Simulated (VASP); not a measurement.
Data:

```
Li2Se
1.0
    0.00000     3.00000     3.00000
    3.00000     0.00000     3.00000
    3.00000     3.00000     0.00000
Li Se
2 1
Direct
  0.25000   0.25000   0.25000
  0.75000   0.75000   0.75000
  0.00000   0.00000   0.00000
```

Level of theory: PBE GGA, VASP's PBE PAW potentials (set 64) (plane waves; VASP). Numerical set-up: 520 eV cut-off, 6×6×6 Γ-centred mesh, Gaussian smearing of 0.050 eV, potentials Li_sv Se.

Q: Estimate the energy per atom (σ→0), band gap (on the k-mesh) with the smallest direct gap where there is one.

A: 
```json
{
  "band gap (on the k-mesh)": "2.97 eV",
  "smallest direct gap (on the k-mesh)": "3.40 eV",
  "energy per atom (σ→0)": "-3.711 eV/atom"
}
```

Total energies compare only between runs with the same potentials, cut-off and functional.

The compound is Li2Se in the antifluorite structure. The cell was not relaxed at this level.
